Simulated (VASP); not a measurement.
An input for Ansatz (written as the equivalent of a VASP run, and not itself run):

Ansatz 0.2 input:
```yaml
crystal:
  lattice:
    - [-1.5897931, 1.5897931, 3.8885630]
    - [1.5897931, -1.5897931, 3.8885630]
    - [1.5897931, 1.5897931, -3.8885630]
  atoms:
    - { symbol: Si, position: [0.6658305, 0.6658305, 1.0000000] }
    - { symbol: Si, position: [0.3341695, 0.3341695, 0.0000000] }
    - { symbol: W, position: [1.0000000, 1.0000000, 0.0000000] }
kpoints:
  mp_grid: { grid: [13, 13, 13] }
hamiltonian:
  xc: pbesol
  pseudopotentials: { kind: paw }
scf:
  occupations: { method: methfessel_paxton, width: 0.1 }
  max_iter: 100
relax:
  max_steps: 40
  f_tol: 0.02
  cell: { p_target: 5 }
output: { forces: true, stress: true, eigenvalues: true }
```

Problem. Translate this input to VASP (INCAR, KPOINTS, POSCAR, choice of POTCAR).

Solution. Several could match; the one computed here: 
KPOINTS:
```
Regular mesh
0
gamma
  13 13 13
0 0 0
```

**POSCAR**
```
WSi2
1
   -1.5897930972     1.5897930972     3.8885629883
    1.5897930972    -1.5897930972     3.8885629883
    1.5897930972     1.5897930972    -3.8885629883
Si W
2 1
Direct
  0.6658305419   0.6658305419   1.0000000000
  0.3341694581   0.3341694581   0.0000000000
  1.0000000000   1.0000000000   0.0000000000
```

**INCAR**
```
EDIFFG=-0.02   # ionic stop
LCHARG=.FALSE.
GGA=PS   # PBEsol
ALGO=Normal   # blocked Davidson
NSW=40   # most ionic steps
SYSTEM=WSi2
EDIFF=1E-6
LWAVE=.FALSE.
NELM=100   # most electronic steps
LMAXMIX=6   # l cut-off of mixed one-centre charges
ENCUT=500
LREAL=.FALSE.
ISIF=3
PREC=Accurate
IBRION=2   # conjugate gradients
SIGMA=0.1   # width (eV)
LASPH=.TRUE.
ISMEAR=1
PSTRESS=50   # kbar
```

POTCAR, in this order: Si W_sv (PBE.64 set). Program: vasp_std.

Limits of the translation: each code has its own PAW files, so the cut-off isn't converted (ENCUT is set for VASP's; basis.ecutwfc is left out, and Ansatz then takes the one that its files recommend); Ansatz stops its SCF on the density residual and VASP on the energy change (EDIFF).

The compound is WSi2 in the MoSi2 type structure. This run relaxes it under an external pressure of 5 GPa. Symmetry was kept, so distortions that lower it aren't found.
